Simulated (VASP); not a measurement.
# Ba2C (P-3m1) in VASP: a series of runs, part 2 of 2

VASP 6.6.1. The steps go on from the part before.

## (4) Single point, PBE

This run uses another cell than the first one, of 33.89 Å³/atom, 0.911 times its volume.

INCAR reads:

```
PREC     = Accurate       # precision mode
ENCUT    = 520            # plane-wave cutoff, eV
EDIFF    = 1E-7           # SCF threshold, eV
ISMEAR   = 0              # smearing method
SIGMA    = 0.1            # smearing width, eV
LREAL    = F              # projectors in reciprocal space
LASPH    = T              # aspherical terms in the spheres
NELM     = 100            # most SCF steps
ALGO     = Fast           # electronic algorithm
ISIF     = 2              # what is computed and relaxed
LWAVE    = F              # write WAVECAR
LCHARG   = F              # write CHGCAR
GGA      = PE             # functional
NBANDS   = 19             # bands
```

KPOINTS reads:

```
regular mesh
0
Gamma
  6 6 4
```

POSCAR reads:

```
Ba2C
1.0
    4.0890000000      0.0000000000      0.0000000000
   -2.0445000000      3.5411778800      0.0000000000
    0.0000000000      0.0000000000      7.0221517400
Ba C
2 1
Direct
    0.3333333300      0.6666666700      0.7398479200
    0.6666666700      0.3333333300      0.2601520800
    0.0000000000      0.0000000000      0.5000000000
```

Potentials or basis: VASP PAW PBE potentials, release 64 (Ba_sv, C).

Command:

```
> cat potpaw_PBE.64/Ba_sv/POTCAR potpaw_PBE.64/C/POTCAR > POTCAR
> mpirun -np 1 vasp_std > vasp.out
```

OUTCAR:

```text
PREC = Accurate
   ENCUT = 520
   EDIFF = 1E-7
   ISMEAR = 0
   LREAL = F
   LASPH = T
   NELM = 100
   ISIF = 2
   GGA = PE

 ion  position               nearest neighbor table
   1  0.333  0.667  0.740-   3 2.90   3 2.90   3 2.90   2 4.11   2 4.11   2 4.11   2 4.35   2 4.35
                             2 4.35
   2  0.667  0.333  0.260-   3 2.90   3 2.90   3 2.90   1 4.11   1 4.11   1 4.11   1 4.35   1 4.35
                             1 4.35
   3  0.000  0.000  0.500-   1 2.90   2 2.90   2 2.90   1 2.90   2 2.90   1 2.90

  LATTYP: Found a hexagonal cell.
 ALAT       =     4.0890000000
 C/A-ratio  =     1.7173274003

  Lattice vectors:

 A1 = (   4.0890000000,   0.0000000000,   0.0000000000)
 A2 = (  -2.0445000000,   3.5411778800,   0.0000000000)
 A3 = (   0.0000000000,   0.0000000000,   7.0221517400)

Analysis of symmetry for initial positions (statically):
=====================================================================
 Subroutine PRICEL returns:
 Original cell was already a primitive cell.

 Routine SETGRP: Setting up the symmetry group for a
 hexagonal supercell.
[... 166 lines left out ...]
  free energy    TOTEN  =       -10.96678262 eV

  energy without entropy =      -10.95050898  energy(sigma->0) =      -10.95864580

 E-fermi :   2.4895     XC(G=0):  -8.5377

 val. band max:        2.4840949368   @ k =   0.3333   0.0000   0.5000
 cond. band min:       2.5836892827   @ k =   0.0000   0.1667   0.2500
 fundamental gap:      0.0995943459
 Fermi energy:         2.4895488852

 k-point     1 :       0.0000    0.0000    0.0000
  band No.  band energies     occupation
      1     -25.2580      2.00000
      2     -25.1651      2.00000
      3     -11.1325      2.00000
      4     -10.1232      2.00000
      5     -10.1232      2.00000
      6     -10.0980      2.00000
[... 505 lines left out ...]
      6     -10.6694      2.00000
[... 11 lines left out ...]
     18       5.9970      0.00000
     19       8.8494      0.00000

------------------------ aborting loop because EDIFF is reached ----------------------------------------

  FORCE on cell =-STRESS in cart. coord.  units (eV):
  Direction    XX          YY          ZZ          XY          YZ          ZX
  --------------------------------------------------------------------------------------
  -------------------------------------------------------------------------------------
  Total        0.2877346      0.2877346     -1.4201219      0.0000000      0.0000000     -0.0000000
  in kB        4.5338544      4.5338544    -22.3769636      0.0000000      0.0000000     -0.0000000
  external PRESSURE =      -4.4364183 kB  Pullay stress =       0.0000000 kB

 VOLUME and BASIS-vectors are now :
 -----------------------------------------------------------------------------
  energy-cutoff  :      520.00
  volume of cell :      101.68
      direct lattice vectors                 reciprocal lattice vectors
     4.089000000  0.000000000  0.000000000     0.244558572  0.141195957  0.000000000
    -2.044500000  3.541177880  0.000000000     0.000000000  0.282391914  0.000000000
     0.000000000  0.000000000  7.022151740     0.000000000  0.000000000  0.142406493

 POSITION                                       TOTAL-FORCE (eV/Angst)
 -----------------------------------------------------------------------------------
     -0.00000      2.36079      5.19532        -0.000000      0.000000     -1.203929
      2.04450      1.18039      1.82683         0.000000     -0.000000      1.203929
      0.00000      0.00000      3.51108        -0.000000      0.000000     -0.000000
 -----------------------------------------------------------------------------------
    total drift:                               -0.000000      0.000000      0.000000

  FREE ENERGIE OF THE ION-ELECTRON SYSTEM (eV)
  ---------------------------------------------------
  free  energy   TOTEN  =       -10.9667826207 eV

  energy  without entropy=      -10.9505089765  energy(sigma->0) =      -10.95864580
```

OSZICAR:

```text
N       E                     dE             d eps       ncg     rms          rms(c)
DAV:   1     0.153305685618E+03    0.15331E+03   -0.10653E+04   912   0.108E+03
DAV:   2    -0.393605238324E+01   -0.15724E+03   -0.15227E+03  1168   0.212E+02
DAV:   3    -0.160814790223E+02   -0.12145E+02   -0.12073E+02  1237   0.607E+01
[... 13 lines left out ...]
RMM:  17    -0.109667816281E+02    0.65864E-05   -0.35266E-05  1472   0.285E-02    0.533E-03
RMM:  18    -0.109667820719E+02   -0.44387E-06   -0.19056E-05  1590   0.153E-02    0.350E-03
RMM:  19    -0.109667825135E+02   -0.44161E-06   -0.58519E-06  1524   0.110E-02    0.162E-03
RMM:  20    -0.109667825270E+02   -0.13452E-07   -0.22915E-06  1307   0.572E-03    0.919E-04
RMM:  21    -0.109667826207E+02   -0.93686E-07   -0.77775E-07  1052   0.300E-03
   1 F= -.10966783E+02 E0= -.10958646E+02  d E =-.162736E-01
```

It took 43 s on 1 thread of AMD EPYC 9R45 (Zen 5), shared host; peak memory 0.2 GiB.

Results:

```
Free energy            : -10.9668 eV
Pressure               : -0.4 GPa
Largest force          : 1.204 eV/Å
Band gap on the k mesh : none (metal or under the smearing width)
```

Forces on the atoms (eV/Å):
```
Ba   0.000  0.000 -1.204
Ba   0.000  0.000  1.204
C    0.000  0.000  0.000
```

Stress tensor (GPa, compression positive):
```
 0.45  0.00  0.00
 0.00  0.45  0.00
 0.00  0.00 -2.24
```

Caveat: forces of over 1 eV/Å show positions far from the minimum, so gaps and moduli don't describe the material at rest.

## (5) Overview

```tsv
task	cell	cutoff (eV)	gap on the mesh (eV)	pressure (GPa)	largest force (eV/Å)
single point	P-3m1, 37.21 Å³/atom	520	none	0.9	0.15
relaxation of cell and atoms	relaxed	600	none	-0.1	0.03
single point	P-3m1, 33.89 Å³/atom	520	none	-0.4	1.20
```

Alike in all rows: level PBE; potentials or basis VASP PAW PBE potentials, release 64 (Ba_sv, C); no spin polarisation; k mesh 6 × 6 × 4; smearing gaussian 0.1 eV.

Caveats: forces of over 1 eV/Å show positions far from the minimum, so gaps and moduli don't describe the material at rest (some runs).

Total energies depend on the potentials used, so only differences within one code and one set of settings carry meaning.
